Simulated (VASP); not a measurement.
# LiMgBN2: single point with PBE

Crystal: LiMgBN2.

```
Li Mg B N
1.0
    -1.83327    1.83327    4.44352
     1.83327   -1.83327    4.44352
     1.83327    1.83327   -4.44352
Li Mg B N
1 1 1 2
Cartesian
  1.8333 0.0000 2.2218
  0.0000 1.8333 2.2218
  0.0000 0.0000 4.4435
  0.0000 0.0000 5.7878
  0.0000 0.0000 3.0992
```

The cell comes from a database or a generator and needn't be the stable form of this composition.

The cell isn't the ideal one: strain -0.040 along x and y, +0.000 along z, atoms carried along.

- Program: VASP 6.6.1
- Task: single point
- Functional: PBE
- Potentials or basis: VASP PAW PBE potentials, release 64 (Li_sv, Mg, B, N)
- Cutoff: 520 eV
- k mesh: 8 × 8 × 8
- Occupations: gaussian, width 0.05 eV
- Spin: no spin polarisation

- Largest force: 0.632 eV/Å
- Band gap on the k mesh: 2.86 eV, indirect (least direct gap 3.74 eV)

Forces on the atoms (eV/Å):
```
Li   0.000  0.000  0.000
Mg   0.000  0.000  0.000
B    0.000  0.000  0.000
N    0.000  0.000 -0.632
N    0.000  0.000  0.632
```

Levels at points of the mesh, in eV from the valence-band top:
```tsv
k point	band 6	band 7	band 8	band 9	band 10	band 11	band 12	band 13
(0.00, 0.00, 0.00)	-2.07	-2.07	-1.41	-1.41	2.86	6.11	8.01	8.01
(0.50, 0.00, 0.00)	-2.70	-2.31	-1.23	-0.64	5.46	6.14	7.25	8.23
(0.50, 0.50, 0.00)	-3.43	-3.07	-2.02	-0.57	5.20	5.60	6.81	7.89
(0.50, 0.50, 0.50)	-2.91	-2.91	0.00	0.00	3.74	6.66	6.66	6.92
```

It took 81 s on 1 thread of Intel(R) Xeon(R) Platinum 8488C (Sapphire Rapids), with other jobs on the host, peak memory 0.27 GiB.

 A k mesh can miss the band edges.
